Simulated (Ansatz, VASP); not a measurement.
**Ba2HfO4 (I4/mmm, 7 atoms in the cell) computed with different codes at matched settings**

Self-consistent single point.

```xyz
7
Lattice="-2.0803 2.0803 6.7779 2.0803 -2.0803 6.7779 2.0803 2.0803 -6.7779" Properties=species:S:1:pos:R:3 pbc="T T T"
Ba     0.0000     0.0000     4.7792
Ba     0.0000     0.0000     8.7766
Hf     0.0000     0.0000     0.0000
O      0.0000     2.0803     0.0000
O      2.0803     0.0000     0.0000
O      0.0000     0.0000     2.0959
O      0.0000     0.0000    11.4599
```

Shared settings, as Ansatz (a program for electronic structure) writes them: kpoints.mp_grid.grid = 1 1 1; scf.occupations.method = fixed. Potentials and cutoffs stand in the table.

```
code                                         model  pressure (GPa)  largest force (eV/Å)   cutoff
------  ------------------------------------------  --------------  --------------------  -------
VASP    PBEsol, VASP's PBE PAW potentials (set 64)           12.80                 2.408   400 eV
Ansatz             PBEsol, PAW files made with PBE           14.69                 2.194  default
```

Size of the force on each atom (eV/Å): Sizes of forces hide their directions.

```json
[
 {"code": "VASP", "Ba1": "2.236", "Ba2": "2.236", "Hf3": "0.000", "O4": "0.000", "O5": "0.000", "O6": "2.408", "O7": "2.408"},
 {"code": "Ansatz", "Ba1": "2.194", "Ba2": "2.194", "Hf3": "0.000", "O4": "0.000", "O5": "0.000", "O6": "2.068", "O7": "2.068"}
]
```

On Ansatz's run: spin-orbit coupling is off.

The spread over the programs that give each value: pressure within 1.89 GPa; largest force within 0.214 eV/Å.

Ansatz's pressure is given at a fixed set of plane waves, as the other plane-wave codes print theirs; with its correction for the finite basis it is 15.10 GPa (the shift of 0.41 GPa shows how far the cutoff is from converged).

On the base mesh (6 6 6) the same programs gave: Ansatz pressure -2.46 GPa, gap on the mesh 3.344 eV; VASP pressure -5.36 GPa.

The values differ from the base mesh's, so the mesh still matters here: the table compares the programs at equal settings.

VASP's run is marked for a possible Pulay error in its stress at this cutoff; no cutoff test was made.

VASP ran the fixed occupations as a Gaussian smearing of 0.01 eV.

The starting cell comes from a database of computed structures (which also holds hypothetical and non-ambient phases and stackings), without a prior relaxation at this level.

Left out of this page: CP2K (on another mesh).

Keys are those of Ansatz 0.2.
